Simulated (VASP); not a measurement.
Method: G0W0 on PBE orbitals, VASP's PBE PAW potentials (set 64) (plane waves; VASP 6.6.1).

VASP ran on this input.

### POSCAR
```
GaN
1
    0.0000000000     2.2897400000     2.2897400000
    2.2897400000     0.0000000000     2.2897400000
    2.2897400000     2.2897400000     0.0000000000
Ga N
1 1
Direct
  0.0000000000   0.0000000000   0.0000000000
  0.2500000000   0.2500000000   0.2500000000
```

### KPOINTS
```
kpoints
0
G
4 4 4
0 0 0
```

INCAR:
```
! general
SYSTEM     =GaN
PREC       =Normal
ENCUT      =500
LREAL      =F
LASPH      =T
NBANDS     =160

! electronic loop
ALGO       =EVGW0

! smearing
ISMEAR     =0
SIGMA      =0.01

! functional
GGA        =PE

! output
LWAVE      =F
LCHARG     =F

! other
NELMGW     =1
NOMEGA     =64
ENCUTGW    =200
NBANDSGW   =17
LSPECTRALGW=T
```

POTCAR, in this order: Ga_d_GW N_GW_new (PBE.64 set). Program: vasp_std. Read from the step before: WAVECAR, WAVEDER.

The run wrote:

### OSZICAR
```
energies w=
    0.000    0.000    0.517    0.000    1.033    0.000    1.547    0.000
    2.057    0.000    2.563    0.000    3.064    0.000    3.559    0.000
    4.047    0.000    4.529    0.000    5.005    0.000    5.473    0.000
    5.935    0.000    6.391    0.000    6.842    0.000    7.287    0.000
    7.727    0.000    8.164    0.000    8.597    0.000    9.028    0.000
    9.457    0.000    9.886    0.000   10.315    0.000   10.746    0.000
   11.179    0.000   11.615    0.000   12.057    0.000   12.504    0.000
   12.959    0.000   13.423    0.000   13.897    0.000   14.384    0.000
   14.885    0.000   15.403    0.000   15.940    0.000   16.499    0.000
   17.082    0.000   17.694    0.000   18.338    0.000   19.019    0.000
   19.742    0.000   20.513    0.000   21.340    0.000   22.232    0.000
   23.197    0.000   24.251    0.000   25.406    0.000   26.681    0.000
   28.100    0.000   29.690    0.000   31.489    0.000   33.542    0.000
   35.911    0.000   38.678    0.000   41.954    0.000   45.897    0.000
   50.731    0.000   56.799    0.000   64.636    0.000   75.134    0.000
   89.909    0.000  112.200    0.000  149.611    0.000  225.196    0.000
NQ=   1    0.0000    0.0000    0.0000,
 performed        217000 updates of chi_q(r,r)
NQ=   2    0.2500    0.0000    0.0000,
 performed        586000 updates of chi_q(r,r)
NQ=   3    0.5000    0.0000    0.0000,
 performed        912000 updates of chi_q(r,r)
NQ=   4    0.2500    0.2500    0.0000,
 performed       1281000 updates of chi_q(r,r)
NQ=   5    0.5000    0.2500    0.0000,
 performed       1770000 updates of chi_q(r,r)
NQ=   6   -0.2500    0.2500    0.0000,
 performed       2215000 updates of chi_q(r,r)
NQ=   7    0.5000    0.5000    0.0000,
 performed       2508000 updates of chi_q(r,r)
NQ=   8   -0.2500    0.5000    0.2500,
 performed       2866000 updates of chi_q(r,r)
 resolving degeneracies of screened two electron integrals
```

OUTCAR:
```


 k-point   1 :       0.0000    0.0000    0.0000
  band No.  KS-energies  QP-energies   sigma(KS)   V_xc(KS)     V^pw_x(r,r')   Z            occupation Imag(sigma)

      1     -10.2887     -11.2481     -16.3286     -14.8028     -24.4298       0.6288       2.0000       1.0082
      2      -8.2469     -10.8417     -25.2208     -21.5252     -34.8735       0.7021       2.0000       0.2087
      3      -8.2469     -10.8417     -25.2208     -21.5252     -34.8735       0.7021       2.0000       0.2087
      4      -8.2469     -10.8417     -25.2208     -21.5252     -34.8735       0.7021       2.0000       0.2087
      5      -7.9774     -10.6598     -25.5975     -21.8077     -35.2081       0.7078       2.0000       0.1538
      6      -7.9774     -10.6598     -25.5975     -21.8077     -35.2081       0.7078       2.0000       0.1538
      7       5.2570       4.6306     -18.3748     -17.5204     -21.2333       0.7332       2.0000       0.0852
      8       5.2570       4.6306     -18.3748     -17.5204     -21.2333       0.7332       2.0000       0.0852
      9       5.2570       4.6306     -18.3748     -17.5204     -21.2333       0.7332       2.0000       0.0852
     10       6.6557       7.0125     -12.7516     -13.2218      -8.7656       0.7587       0.0000      -0.0708
     11      15.2109      15.6442     -10.6755     -11.2482      -5.2231       0.7566       0.0000      -0.1203
     12      15.2109      15.6442     -10.6755     -11.2482      -5.2231       0.7566       0.0000      -0.1203
     13      15.2109      15.6442     -10.6755     -11.2482      -5.2231       0.7566       0.0000      -0.1203
     14      22.2001      22.5319      -9.2027      -9.6510      -2.6893       0.7402       0.0000      -0.4799
     15      23.6489      23.6745      -9.3747      -9.4089      -2.8806       0.7466       0.0000      -0.6696
     16      23.6489      23.6745      -9.3747      -9.4089      -2.8806       0.7466       0.0000      -0.6696
     17      23.6489      23.6745      -9.3747      -9.4089      -2.8806       0.7466       0.0000      -0.6696

 k-point   2 :       0.2500    0.0000    0.0000
  band No.  KS-energies  QP-energies   sigma(KS)   V_xc(KS)     V^pw_x(r,r')   Z            occupation Imag(sigma)

      1      -9.8314     -11.0702     -18.2705     -16.3724     -26.6437       0.6527       2.0000       0.8566
      2      -8.1947     -10.8054     -25.2950     -21.5864     -34.9532       0.7040       2.0000       0.2052
      3      -8.1947     -10.8054     -25.2950     -21.5864     -34.9532       0.7040       2.0000       0.2052
      4      -7.9729     -10.6566     -25.5983     -21.8120     -35.2195       0.7088       2.0000       0.1561
      5      -7.9729     -10.6566     -25.5983     -21.8120     -35.2195       0.7088       2.0000       0.1561
      6      -7.8485     -10.1588     -23.6003     -20.3020     -32.7768       0.7004       2.0000       0.3335
      7       1.4684       0.6422     -16.0307     -14.8805     -19.5280       0.7183       2.0000       0.1321
      8       4.7652       4.0963     -17.9386     -17.0257     -20.8614       0.7328       2.0000       0.0883
      9       4.7652       4.0963     -17.9386     -17.0257     -20.8614       0.7328       2.0000       0.0883
     10       9.0079       9.4528     -13.0155     -13.6065      -8.6098       0.7526       0.0000      -0.0796
     11      13.7369      14.2241     -11.9975     -12.6544      -6.5815       0.7416       0.0000      -0.1198
     12      15.6614      16.0924     -10.9145     -11.4885      -5.3341       0.7507       0.0000      -0.1424
     13      15.6614      16.0924     -10.9145     -11.4885      -5.3341       0.7507       0.0000      -0.1424
     14      20.8689      20.9007      -8.8905      -8.9333      -2.7243       0.7455       0.0000      -0.4583
     15      21.6823      21.9217     -10.2736     -10.5892      -4.3822       0.7586       0.0000      -0.3698
     16      21.6823      21.9217     -10.2736     -10.5892      -4.3822       0.7586       0.0000      -0.3698
     17      27.0147      27.4479     -10.2180     -10.7864      -3.0801       0.7621       0.0000      -0.9418

 k-point   3 :       0.5000    0.0000    0.0000
  band No.  KS-energies  QP-energies   sigma(KS)   V_xc(KS)     V^pw_x(r,r')   Z            occupation Imag(sigma)

      1      -9.5728     -11.2312     -20.7850     -18.3115     -29.6489       0.6704       2.0000       0.6395
      2      -8.1723     -10.7920     -25.3141     -21.5936     -34.9555       0.7041       2.0000       0.1975
      3      -8.1723     -10.7920     -25.3141     -21.5936     -34.9555       0.7041       2.0000       0.1975
      4      -7.9363     -10.6189     -25.6626     -21.8776     -35.3181       0.7087       2.0000       0.1612
      5      -7.9363     -10.6189     -25.6626     -21.8776     -35.3181       0.7087       2.0000       0.1612
      6      -6.6891      -8.6093     -22.4409     -19.6986     -31.0467       0.7002       2.0000       0.4428
      7      -1.5022      -2.3815     -14.0691     -12.8092     -18.3295       0.6979       2.0000       0.2830
      8       4.3426       3.6404     -17.6251     -16.6648     -20.6264       0.7311       2.0000       0.0918
      9       4.3426       3.6404     -17.6251     -16.6648     -20.6264       0.7311       2.0000       0.0918
     10       9.5407      10.0028     -11.8215     -12.4264      -7.1883       0.7638       0.0000      -0.0818
     11      13.7330      14.2163     -13.3286     -14.0059      -7.5251       0.7137       0.0000      -0.1449
     12      15.3182      15.6846     -10.7088     -11.1938      -5.3227       0.7554       0.0000      -0.1368
     13      15.3182      15.6846     -10.7088     -11.1938      -5.3227       0.7554       0.0000      -0.1368
     14      20.4607      20.6044      -9.5062      -9.6994      -3.1332       0.7435       0.0000      -0.4178
     15      24.2533      24.5621     -11.4176     -11.8327      -4.3032       0.7439       0.0000      -0.7345
     16      24.2533      24.5621     -11.4176     -11.8327      -4.3032       0.7439       0.0000      -0.7345
     17      27.4664      28.0398     -11.2057     -11.9522      -4.1656       0.7681       0.0000      -1.0127

 k-point   4 :       0.2500    0.2500    0.0000
  band No.  KS-energies  QP-energies   sigma(KS)   V_xc(KS)     V^pw_x(r,r')   Z            occupation Imag(sigma)

      1      -9.7078     -11.0586     -19.0191     -16.9696     -27.5282       0.6591       2.0000       0.7984
      2      -8.1249     -10.7462     -25.3998     -21.6786     -35.0798       0.7044       2.0000       0.2020
      3      -8.1249     -10.7462     -25.3998     -21.6786     -35.0798       0.7044       2.0000       0.2020
      4      -8.0909     -10.7005     -25.1050     -21.4058     -34.6281       0.7055       2.0000       0.1901
      5      -7.9441     -10.6304     -25.6411     -21.8506     -35.2683       0.7087       2.0000       0.1538
      6      -7.7132      -9.9551     -23.2241     -20.0293     -32.2587       0.7017       2.0000       0.3552
      7       1.8267       1.0383     -16.5680     -15.4765     -20.0070       0.7223       2.0000       0.1214
      8       3.8516       3.1031     -17.1256     -16.1017     -20.1859       0.7310       2.0000       0.0961
      9       3.8516       3.1031     -17.1256     -16.1017     -20.1859       0.7310       2.0000       0.0961
     10       9.6267       9.9796     -12.8787     -13.3496      -8.4486       0.7496       0.0000      -0.0831
     11      12.3001      12.8438     -11.2942     -12.0080      -6.2403       0.7618       0.0000      -0.0942
     12      16.6659      16.7733      -9.9286     -10.0707      -4.6033       0.7561       0.0000      -0.1725
     13      16.8281      17.3199     -11.9141     -12.5872      -5.8032       0.7308       0.0000      -0.2065
     14      16.8281      17.3199     -11.9141     -12.5872      -5.8032       0.7308       0.0000      -0.2065
     15      25.9737      26.4407     -11.0986     -11.7081      -4.9367       0.7663       0.0000      -0.5582
     16      26.6567      27.1612     -10.7618     -11.4304      -3.6575       0.7546       0.0000      -0.9836
     17      27.5540      27.7237      -9.5866      -9.8048      -2.8882       0.7780       0.0000      -0.9186

 k-point   5 :       0.5000    0.2500    0.0000
  band No.  KS-energies  QP-energies   sigma(KS)   V_xc(KS)     V^pw_x(r,r')   Z            occupation Imag(sigma)

      1      -9.4935     -11.2306     -21.2996     -18.7201     -30.2684       0.6734       2.0000       0.5990
      2      -8.1454     -10.7689     -25.2695     -21.5486     -34.8799       0.7051       2.0000       0.1937
      3      -8.0767     -10.7154     -25.4678     -21.7318     -35.1447       0.7063       2.0000       0.1944
      4      -8.0321     -10.6942     -25.4692     -21.7050     -35.0981       0.7072       2.0000       0.1721
      5      -7.9307     -10.6180     -25.6650     -21.8784     -35.3157       0.7097       2.0000       0.1589
      6      -6.5134      -8.3365     -21.9943     -19.3913     -30.4415       0.7004       2.0000       0.4698
      7      -0.5051      -1.3668     -14.9327     -13.7045     -18.9600       0.7017       2.0000       0.2087
      8       2.2863       1.4572     -15.8732     -14.7280     -19.1299       0.7240       2.0000       0.1138
      9       3.4557       2.6838     -16.8621     -15.8031     -19.9963       0.7289       2.0000       0.1001
     10      10.4679      10.7372     -11.2679     -11.6213      -6.6441       0.7620       0.0000      -0.0876
     11      12.5506      13.2330     -13.4792     -14.4066      -8.2403       0.7359       0.0000      -0.1062
     12      15.3019      15.6832     -11.8254     -12.3440      -6.1622       0.7353       0.0000      -0.1578
     13      17.0431      17.5019     -11.8487     -12.4780      -5.7247       0.7292       0.0000      -0.2249
     14      19.1302      19.4398     -11.2312     -11.6574      -4.8021       0.7262       0.0000      -0.3398
     15      25.7265      26.0755     -11.1970     -11.6605      -4.3126       0.7530       0.0000      -0.7724
     16      26.1977      26.5342     -10.2695     -10.7109      -3.4049       0.7624       0.0000      -0.8673
     17      27.9186      28.3840     -10.9632     -11.5724      -4.0297       0.7640       0.0000      -0.9748

 k-point   6 :      -0.2500    0.2500    0.0000
  band No.  KS-energies  QP-energies   sigma(KS)   V_xc(KS)     V^pw_x(r,r')   Z            occupation Imag(sigma)

...
```
(Selected blocks of OUTCAR.)

The mesh is coarse and the basis finite, so the quasiparticle values are not converged.

The compound is GaN in the zinc blende structure, a metastable form; wurtzite is the usual one. This cell is one point of a volume scan, at 1.04 of the reference volume. The k-mesh is coarse (spacing up to 0.59 per Å, 2π included), so the numbers may not be converged in it.
